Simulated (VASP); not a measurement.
# Li3Fe3P (Pm-3m) in VASP: single point with PBE

Aim: the single point of Li3Fe3P with PBE.

All numbers are computed with VASP 6.6.1; they aren't measurements. Logs are shortened: lines on timing, memory, paths and dates and some standing lists are left out, and cuts for length are marked.

### Step 1. The cell of the first run

Symmetry: Pm-3m, No. 221, cubic system. The conventional cell has a = 4.645 Å, b = 4.645 Å, c = 4.645 Å, α = 90.00°, β = 90.00°, γ = 90.00°. Around Li (site symmetry 4/mmm) lie 4 Fe at 2.32 Å and 2 P at 2.32 Å. Fe (site symmetry 4/mmm) has 4 Li at 2.32 Å as nearest neighbours. Around P (site symmetry m-3m) lie 6 Li at 2.32 Å.

The cell was built by a generator and needn't be a form met in nature.

### Step 2. Single point, PBE, collinear spin, typed start (species swapped into the Ce3GaBr3 type (Pm-3m, No. 221))

The input, INCAR:

```
SYSTEM = Li3Fe3P
ALGO = Fast
EDIFF = 1E-6
ENCUT = 520
GGA = PE
ISIF = 2
ISMEAR = 0
ISPIN = 2
LASPH = .TRUE.
LCHARG = .FALSE.
LMAXMIX = 4
LORBIT = 11
LREAL = .FALSE.
LWAVE = .FALSE.
MAGMOM = 0 0 0 3.11 3.11 3.11 0
NBANDS = 32
NELM = 150
PREC = Accurate
SIGMA = 0.1
```

The input, KPOINTS:

```
k-points
0
G
  8 8 8
  0 0 0
```

The input, POSCAR:

```
Li3Fe3P
1.0
    4.6446706531      0.0000000000      0.0000000000
    0.0000000000      4.6446706531      0.0000000000
    0.0000000000      0.0000000000      4.6446706531
Li Fe P
3 3 1
Direct
    0.5000000000      0.5000000000      0.0000000000
    0.0000000000      0.5000000000      0.5000000000
    0.5000000000      0.0000000000      0.5000000000
    0.5000000000      0.0000000000      0.0000000000
    0.0000000000      0.5000000000      0.0000000000
    0.0000000000      0.0000000000      0.5000000000
    0.5000000000      0.5000000000      0.5000000000
```

Potentials or basis: VASP PAW PBE potentials, release 64 (Li_sv, Fe, P).

Launch:

```sh
cat potpaw_PBE.64/Li_sv/POTCAR potpaw_PBE.64/Fe/POTCAR potpaw_PBE.64/P/POTCAR > POTCAR
mpirun -np 1 vasp_std > vasp.out
```

OUTCAR:

```text
SYSTEM = Li3Fe3P
   EDIFF = 1E-6
   ENCUT = 520
   GGA = PE
   ISIF = 2
   ISMEAR = 0
   ISPIN = 2
   LASPH = .TRUE.
   LORBIT = 11
   LREAL = .FALSE.
   NELM = 150
   PREC = Accurate

 ion  position               nearest neighbor table
   1  0.500  0.500  0.000-   4 2.32   5 2.32   7 2.32   7 2.32   4 2.32   5 2.32
   2  0.000  0.500  0.500-   5 2.32   6 2.32   7 2.32   5 2.32   6 2.32   7 2.32
   3  0.500  0.000  0.500-   4 2.32   6 2.32   7 2.32   4 2.32   7 2.32   6 2.32
   4  0.500  0.000  0.000-   1 2.32   3 2.32   3 2.32   1 2.32
   5  0.000  0.500  0.000-   1 2.32   2 2.32   2 2.32   1 2.32
   6  0.000  0.000  0.500-   2 2.32   3 2.32   2 2.32   3 2.32
   7  0.500  0.500  0.500-   1 2.32   2 2.32   3 2.32   1 2.32   3 2.32   2 2.32

  LATTYP: Found a simple cubic cell.
 ALAT       =     4.6446706531

  Lattice vectors:

 A1 = (   4.6446706531,   0.0000000000,   0.0000000000)
 A2 = (   0.0000000000,   4.6446706531,   0.0000000000)
 A3 = (   0.0000000000,   0.0000000000,   4.6446706531)

Analysis of symmetry for initial positions (statically):
=====================================================================
 Subroutine PRICEL returns:
 Original cell was already a primitive cell.

 Routine SETGRP: Setting up the symmetry group for a
 simple cubic supercell.

 Subroutine GETGRP returns: Found 48 space group operations
 (whereof 48 operations were pure point group operations)
 out of a pool of 48 trial point group operations.

The static configuration has the point symmetry O_h .

Analysis of symmetry for dynamics (positions and initial velocities):
=====================================================================
 Subroutine PRICEL returns:
 Original cell was already a primitive cell.

 Routine SETGRP: Setting up the symmetry group for a
 simple cubic supercell.

 Subroutine GETGRP returns: Found 48 space group operations
 (whereof 48 operations were pure point group operations)
 out of a pool of 48 trial point group operations.

The dynamic configuration has the point symmetry O_h .

Analysis of structural, dynamic, and magnetic symmetry:
=====================================================================
 Subroutine PRICEL returns:
 Original cell was already a primitive cell.

 Routine SETGRP: Setting up the symmetry group for a
 simple cubic supercell.

 Subroutine GETGRP returns: Found 48 space group operations
 (whereof 48 operations were pure point group operations)
 out of a pool of 48 trial point group operations.

The overall configuration has the point symmetry O_h .

 Subroutine INISYM returns: Found 48 space group operations
 (whereof 48 operations are pure point group operations),
 and found     1 'primitive' translations

----------------------------------------------------------------------------------------

                                     Primitive cell

  volume of cell :     100.1993

  direct lattice vectors                    reciprocal lattice vectors
     4.644670653  0.000000000  0.000000000     0.215300519  0.000000000  0.000000000
     0.000000000  4.644670653  0.000000000     0.000000000  0.215300519  0.000000000
     0.000000000  0.000000000  4.644670653     0.000000000  0.000000000  0.215300519

  length of vectors
     4.644670653  4.644670653  4.644670653     0.215300519  0.215300519  0.215300519

  position of ions in fractional coordinates (direct lattice)
     0.500000000  0.500000000  0.000000000
     0.000000000  0.500000000  0.500000000
     0.500000000  0.000000000  0.500000000
     0.500000000  0.000000000  0.000000000
     0.000000000  0.500000000  0.000000000
     0.000000000  0.000000000  0.500000000
     0.500000000  0.500000000  0.500000000

  ion indices of the primitive-cell ions
   primitive index   ion index
                 1           1
                 2           2
                 3           3
                 4           4
                 5           5
                 6           6
                 7           7

----------------------------------------------------------------------------------------

 KPOINTS: k-points

[... 51 lines left out ...]
   total plane-waves  NPLWV =  46656
   dimension x,y,z NGX =    36 NGY =   36 NGZ =   36
   dimension x,y,z NGXF=    72 NGYF=   72 NGZF=   72
   ions per type =               3   3   1
   NGX,Y,Z   is equivalent  to a cutoff of  12.89, 12.89, 12.89 a.u.
   NGXF,Y,Z  is equivalent  to a cutoff of  25.77, 25.77, 25.77 a.u.
 SYSTEM =  Li3Fe3P
   PREC   = accura    normal or accurate (medium, high low for compatibility)
   ISTART =      0    job   : 0-new  1-cont  2-samecut
   ICHARG =      2    charge: 1-file 2-atom 10-const
   ISPIN  =      2    spin polarized calculation?
   LNONCOLLINEAR =      F non collinear calculations
   LSORBIT =      F    spin-orbit coupling
   LASPH  =      T    aspherical Exc in radial PAW
   ENCUT  =  520.0 eV  38.22 Ry    6.18 a.u.   8.64  8.64  8.64*2*pi/ulx,y,z
   NELM   =    150;   NELMIN=  2; NELMDL= -5     # of ELM steps
   EDIFF  = 0.1E-05   stopping-criterion for ELM
   LREAL  =      F    real-space projection
   EDIFFG = 0.1E-04   stopping-criterion for IOM
   NSW    =      0    number of steps for IOM
   IBRION =     -1    ionic relax: 0-MD 1-quasi-New 2-CG
   NFREE  =      0    steps in history (QN), initial steepest desc. (CG)
   ISIF   =      2    stress and relaxation
   ISYM   =      2    0-nonsym 1-usesym 2-fastsym
   POTIM  = 0.5000    time-step for ionic-motion
   TEBEG  =    0.0;   TEEND  =   0.0 temperature during run
   PSTRESS=    0.0 pullay stress
   NELECT =      38.0000    total number of electrons
   NUPDOWN=      -1.0000    fix difference up-down
   EMIN   =  10.00;   EMAX   =-10.00  energy-range for DOS
   EFERMI =   0.00;   METHOD = LEGACY
   ISMEAR =     0;   SIGMA  =   0.10  broadening in eV -4-tet -1-fermi 0-gaus
   EFERMI_NEDOS =   21; number of points for ismear=-14 and -15
   IALGO  =     68    algorithm
   IMIX   =      4    mixing-type and parameters
     AMIX     =   0.40;   BMIX     =  1.00
     AMIX_MAG =   1.60;   BMIX_MAG =  1.00
  volume/ion in A,a.u.               =      14.31        96.60
  Fermi-wavevector in a.u.,A,eV,Ry     =   1.184989  2.239305 19.105297  1.404200
  Thomas-Fermi vector in A             =   2.321192
   LORBIT       =     11    0 simple, 1 ext, 2 COOP (PROOUT), +10 PAW based schemes
   GGA     = PE    functional components
   LHFCALC =     F    Hartree Fock is set to
   AEXX    =    0.0000 exact exchange contribution
   IVDW    =     0    specifies the selected vdW correction
   LEPSILON=     F    determine dielectric tensor
   LRPA    =     F    only Hartree local field effects (RPA)
 spin polarized calculation
 RMM-DIIS sequential band-by-band and
 Gauss-broadening in eV      SIGMA  =   0.10
  energy-cutoff  :      520.00
  volume of cell :      100.20
 maximum number of plane-waves:      2730
 NGX is ok and might be reduce to    36
   NGX = 17   NGY = 17   NGZ = 17

 number of electron      37.9999972 magnetization       8.5753796

 Free energy of the ion-electron system (eV)
  ---------------------------------------------------
  ext. energy  EPLUGINS =         0.00000000
  ---------------------------------------------------
  free energy    TOTEN  =       -29.43578594 eV

  energy without entropy =      -29.41093418  energy(sigma->0) =      -29.42336006

 E-fermi :   3.8686     XC(G=0): -10.1484

 val. band max:        3.8630876083   @ k =   0.2500   0.0000   0.0000
 cond. band min:       3.8708874469   @ k =   0.5000   0.1250   0.1250
 fundamental gap:      0.0077998386
 Fermi energy:         3.8685998432

 spin component 1

 k-point     1 :       0.0000    0.0000    0.0000
  band No.  band energies     occupation
      1     -41.7142      1.00000
      2     -41.7032      1.00000
      3     -41.7032      1.00000
      4      -6.6805      1.00000
      5      -0.2167      1.00000
      6       0.3781      1.00000
[... 805 lines left out ...]
     30       9.9666      0.00000
     31      10.4921      0.00000

 [... further k-points ...]

 spin component 2

 k-point     1 :       0.0000    0.0000    0.0000
  band No.  band energies     occupation
      1     -41.7415      1.00000
      2     -41.7306      1.00000
      3     -41.7306      1.00000
      4      -6.5622      1.00000
      5       0.3095      1.00000
      6       0.4389      1.00000
[... 805 lines left out ...]
     30      10.2014      0.00000
     31      11.0115      0.00000

 [... further k-points ...]

 [bands above 31 left out]

------------------------ aborting loop because EDIFF is reached ----------------------------------------

  FORCE on cell =-STRESS in cart. coord.  units (eV):
  Direction    XX          YY          ZZ          XY          YZ          ZX
  --------------------------------------------------------------------------------------
  -------------------------------------------------------------------------------------
  Total       -0.0469277     -0.0469277     -0.0469277     -0.0000000     -0.0000000      0.0000000
  in kB       -0.7503686     -0.7503686     -0.7503686     -0.0000000     -0.0000000      0.0000000
  external PRESSURE =      -0.7503686 kB  Pullay stress =       0.0000000 kB

 VOLUME and BASIS-vectors are now :
 -----------------------------------------------------------------------------
  energy-cutoff  :      520.00
  volume of cell :      100.20
      direct lattice vectors                 reciprocal lattice vectors
     4.644670653  0.000000000  0.000000000     0.215300519  0.000000000  0.000000000
     0.000000000  4.644670653  0.000000000     0.000000000  0.215300519  0.000000000
     0.000000000  0.000000000  4.644670653     0.000000000  0.000000000  0.215300519

 POSITION                                       TOTAL-FORCE (eV/Angst)
 -----------------------------------------------------------------------------------
      2.32234      2.32234      0.00000         0.000000      0.000000      0.000000
      0.00000      2.32234      2.32234         0.000000      0.000000      0.000000
      2.32234      0.00000      2.32234         0.000000      0.000000      0.000000
      2.32234      0.00000      0.00000         0.000000      0.000000      0.000000
      0.00000      2.32234      0.00000         0.000000      0.000000      0.000000
      0.00000      0.00000      2.32234         0.000000      0.000000      0.000000
      2.32234      2.32234      2.32234         0.000000      0.000000      0.000000
 -----------------------------------------------------------------------------------
    total drift:                                0.000000      0.000000     -0.000000

  FREE ENERGIE OF THE ION-ELECTRON SYSTEM (eV)
  ---------------------------------------------------
  free  energy   TOTEN  =       -29.4357859368 eV

  energy  without entropy=      -29.4109341818  energy(sigma->0) =      -29.42336006

 total charge

# of ion       s       p       d       tot
------------------------------------------
    1        2.057   0.125   0.000   2.182
    2        2.057   0.125   0.000   2.182
    3        2.057   0.125   0.000   2.182
    4        0.373   0.184   6.194   6.751
    5        0.373   0.184   6.194   6.751
    6        0.373   0.184   6.194   6.751
    7        1.079   1.380   0.000   2.460
--------------------------------------------------
tot          8.371   2.308  18.581  29.260

 magnetization (x)

# of ion       s       p       d       tot
------------------------------------------
    1       -0.003  -0.013   0.000  -0.016
    2       -0.003  -0.013   0.000  -0.016
    3       -0.003  -0.013   0.000  -0.016
    4        0.013  -0.010   2.859   2.861
    5        0.013  -0.010   2.859   2.861
    6        0.013  -0.010   2.859   2.861
    7        0.020   0.066   0.000   0.086
--------------------------------------------------
tot          0.050  -0.004   8.577   8.623
```

Wall time 4 min (1 thread of Intel Xeon Platinum 8559C (Emerald Rapids), shared host); peak memory 0.35 GiB.

Results:

| Item | Value |
| --- | --- |
| Free energy | -29.4358 eV |
| Band gap on the k mesh | none (metal or under the smearing width) |
| Net moment | 8.58 μB per cell |
| Site moments | Li -0.02; Fe +2.86; P +0.09 μB |
| Valence electrons inside the program's atomic spheres | Li 2.18; Fe 6.75; P 2.46 |

Levels at points of the mesh, in eV from the Fermi level:
Spin up:
| k point | band 21 | band 22 | band 23 | band 24 | band 25 | band 26 |
| --- | --- | --- | --- | --- | --- | --- |
| (0.00, 0.00, 0.00) | -1.87 | -1.87 | -1.58 | 2.36 | 2.36 | 2.78 |
| (0.50, 0.00, 0.00) | -1.47 | -1.47 | -1.30 | 0.99 | 1.21 | 1.21 |
| (0.50, 0.50, 0.00) | -1.63 | -1.63 | -0.91 | 1.80 | 1.91 | 2.01 |
| (0.50, 0.50, 0.50) | -1.81 | -1.81 | -0.59 | -0.43 | -0.43 | -0.43 |
Spin down:
| k point | band 11 | band 12 | band 13 | band 14 | band 15 | band 16 | band 17 | band 18 | band 19 | band 20 |
| --- | --- | --- | --- | --- | --- | --- | --- | --- | --- | --- |
| (0.00, 0.00, 0.00) | -0.82 | -0.82 | -0.82 | -0.19 | 0.27 | 0.62 | 0.62 | 0.63 | 0.69 | 0.69 |
| (0.50, 0.00, 0.00) | -0.63 | -0.62 | -0.56 | -0.52 | -0.52 | 0.08 | 0.08 | 0.43 | 0.49 | 0.64 |
| (0.50, 0.50, 0.00) | -0.65 | -0.64 | -0.53 | -0.53 | -0.11 | 0.11 | 0.11 | 0.45 | 0.67 | 0.87 |
| (0.50, 0.50, 0.50) | -0.86 | -0.86 | -0.86 | -0.58 | 0.18 | 0.18 | 0.18 | 0.40 | 0.69 | 0.69 |

Caveat: the cutoff is under 1.25 times the usual one of these potentials, so pressure, stress and relaxed cells hold a basis-set (Pulay) error.
